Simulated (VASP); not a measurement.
Data:

```
CELL_PARAMETERS angstrom
      4.41660     2.20830     2.20830
      2.20830     4.41660     2.20830
      2.20830     2.20830     4.41660
ATOMIC_POSITIONS crystal
  Fe 0.00000 0.00000 0.00000
  Fe 0.50000 0.50000 0.50000
  O  0.25000 0.25000 0.25000
  O  0.75000 0.75000 0.75000
```
Starting moments (μB, in the order of the record's atoms Fe Fe O O): 4.0 -4.0 0.0 0.0.

Computed with PBE GGA, VASP's PBE PAW potentials (set 64) (plane waves; VASP). Settings: 520 eV cut-off, 8×8×8 Γ-centred mesh, Gaussian smearing of 0.050 eV, potentials Fe O.

Question: Give the stress tensor in GPa (positive for a compressed cell).

Answer: 
```
-12.26    2.41    2.41
  2.41  -12.26    2.41
  2.41    2.41  -12.26
```
The pressure is its mean diagonal, -12.26 GPa.

The compound is FeO in the rock salt, AFM-II order structure. The cell was not relaxed at this level.
